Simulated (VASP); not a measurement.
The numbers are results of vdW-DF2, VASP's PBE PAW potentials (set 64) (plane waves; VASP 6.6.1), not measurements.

A VASP calculation is set up with these files.

**INCAR**
```
SYSTEM = ZrO2
PREC = Accurate
ENCUT = 520
EDIFF = 1E-6
NELM = 100
ALGO = Normal
LREAL = .FALSE.
LASPH = .TRUE.
ISMEAR = 0
SIGMA = 0.05
GGA = ML
ZAB_VDW = -1.8867
LUSE_VDW = .TRUE.
AGGAC = 0.0
LMAXMIX = 4
LWAVE = .FALSE.
LCHARG = .FALSE.
IBRION = 2
ISIF = 3
NSW = 60
EDIFFG = -0.02
```

File KPOINTS:
```
Automatic mesh
0
Gamma
7 7 7
0 0 0
```

POSCAR:
```
ZrO2
1
   -0.0000000000     2.5336762499     2.5336762499
    2.5336762499     0.0000000000     2.5336762499
    2.5336762499     2.5336762499    -0.0000000000
Zr O
1 2
Direct
  0.0000000000   0.0000000000   0.0000000000
  0.2500000000   0.2500000000   0.2500000000
  0.7500000000   0.7500000000   0.7500000000
```

POTCAR, in this order: Zr_sv O (PBE.64 set). Program: vasp_std.

Energy and stress use the plane-wave basis of the starting cell.

What does the run give for the energy per atom (σ→0), volume per atom?

```
Property                       Result
---------------------  --------------
energy per atom (σ→0)  -7486 meV/atom
volume per atom         11.73 Å³/atom
```

OSZICAR:
```
...
DAV:   1    -0.224600025590E+02   -0.79402E-03   -0.21196E-02   736   0.151E+00    0.259E-01
DAV:   2    -0.224594441139E+02    0.55845E-03   -0.21610E-03   744   0.393E-01    0.956E-02
DAV:   3    -0.224593358616E+02    0.10825E-03   -0.42730E-04   976   0.171E-01    0.253E-02
DAV:   4    -0.224593339860E+02    0.18756E-05   -0.60464E-05  1000   0.576E-02    0.221E-02
DAV:   5    -0.224593396443E+02   -0.56583E-05   -0.50300E-06   856   0.132E-02    0.108E-02
DAV:   6    -0.224593428588E+02   -0.32145E-05   -0.53541E-06   880   0.129E-02    0.164E-03
DAV:   7    -0.224593428325E+02    0.26232E-07   -0.15791E-07   320   0.337E-03
   4 F= -.22459343E+02 E0= -.22459343E+02  d E =-.158881E+00
```

The compound is ZrO2 in the fluorite structure, the high-temperature cubic form, which is unstable at 0 K; the monoclinic form is the stable one. This run relaxes it. Symmetry was kept, so distortions that lower it aren't found. The start is the result of an earlier pass.
